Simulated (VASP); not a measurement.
These are PBEsol GGA, VASP's PBE PAW potentials (set 64) (plane waves; VASP) values and carry that method's errors. Each cell was relaxed at this level, without spin-orbit coupling.

### Question
Which of these comes out without a gap?
A) Ba, Im-3m (229)
B) GaN, P6_3mc (186)
C) K2S, Fm-3m (225)
D) KF, Fm-3m (225)

### Answer
A, Ba, Im-3m (229). The others have gaps of 1.91 eV (GaN, P6_3mc (186)), 2.35 eV (K2S, Fm-3m (225)), 6.12 eV (KF, Fm-3m (225)).
